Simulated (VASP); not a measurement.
Data:

```
CELL_PARAMETERS angstrom
      1.32394    -2.29314     0.00000
      1.32394     2.29314     0.00000
      0.00000     0.00000     4.65815
ATOMIC_POSITIONS crystal
  Zn 0.33333 0.66667 0.25000
  Zn 0.66667 0.33333 0.75000
```

Computed with r2SCAN meta-GGA, VASP's PBE PAW potentials (set 64) (plane waves; VASP). Numerical set-up: 400 eV cut-off, 18×18×9 Γ-centred mesh, tetrahedra with Blöchl corrections, potentials Zn.

Task: Give the energies of bands 11 to 15 at the high-symmetry points, in eV from the Fermi level.

Result: 
| band | Γ | M | K | A | L | H |
|---|---|---|---|---|---|---|
| 11 | -7.54 | -3.48 | -0.34 | -7.66 | -2.37 | 0.58 |
| 12 | -3.96 | -2.61 | -0.34 | -7.66 | -2.37 | 0.58 |
| 13 | -2.40 | 3.39 | -0.32 | 6.20 | 0.17 | 1.71 |
| 14 | 17.12 | 3.79 | 5.71 | 6.20 | 0.17 | 1.71 |
| 15 | 18.20 | 5.21 | 6.66 | 19.82 | 12.07 | 2.42 |

It has no gap at this level: it comes out as a metal or semimetal.

The compound is Zn in the hcp structure. It was relaxed first, which changed the volume by -7 %.
